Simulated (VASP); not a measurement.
VASP runs on ZrTiSe₄ (space group P2/m) share one base input (PBEsol GGA, plane waves, VASP's PBE PAW potentials (set 64)) and change the settings named in each case.

KPOINTS:
```
Automatic
0
G
3 5 3
```

POSCAR:
```
ZrTiSe4
1.0
  6.1000000000   0.0000000000   0.0000000000
  0.0000000000   3.6690000000   0.0000000000
  0.0000000000   0.0000000000   6.2000000000
Se Ti Zr
4 1 1
Direct
  0.2500000000   0.0000000000   0.3300000000
  0.7500000000   0.0000000000   0.6700000000
  0.2500000000   0.5000000000   0.8300000000
  0.7500000000   0.5000000000   0.1700000000
  0.0000000000   0.0000000000   0.0000000000
  0.0000000000   0.5000000000   0.5000000000
```

**INCAR**
```
SYSTEM = ZrTiSe4
PREC = Accurate
ENCUT = 300
EDIFF = 1E-6
NELM = 100
ALGO = Normal
LREAL = .FALSE.
LASPH = .TRUE.
ISMEAR = -1
SIGMA = 0.1
GGA = PS
LMAXMIX = 4
LWAVE = .FALSE.
LCHARG = .FALSE.
ISIF = 2
```

POTCAR, in this order: Se Ti_sv Zr_sv (PBE.64 set). Program: vasp_std.

```csv
change,E(σ→0) (eV/atom),pressure (GPa),largest force (eV/Å),−TS (eV)
base run,-6.6480,2.08,1.203,-0.0711
"GGA removed, POTCAR Se Ti_sv Zr_sv (LDA.64 set)",-6.9294,-0.15,1.132,-0.0733
"GGA_COMPAT = .FALSE., LNONCOLLINEAR = .TRUE., LSORBIT = .TRUE., MAGMOM = 0.0 0.0 0.0 0.0 0.0 0.0 0.0 0.0 0.0 0.0 0.0 0.0 0.0 0.0 0.0 0.0 0.0 0.0, program vasp_ncl",-6.6765,2.09,1.202,-0.0642
KPOINTS 3×4×3 Γ-centred mesh,-6.6403,2.17,1.179,-0.0787
```
 Energies of different potentials or functionals have different zeros.  At 300 eV the pressure can carry a Pulay error.

Left out are runs that ran out of time, are held back, or changed the cell or the kind of run, fixed moments of cells without a moment, rows past the twelfth, gaps on odd meshes, pressures of charged cells and columns that move by less than the noise.

The structure comes from a measured ZrTiSe4 entry of the Crystallography Open Database, whose conditions weren't checked. The cell was not relaxed at this level, forces remain on its atoms.
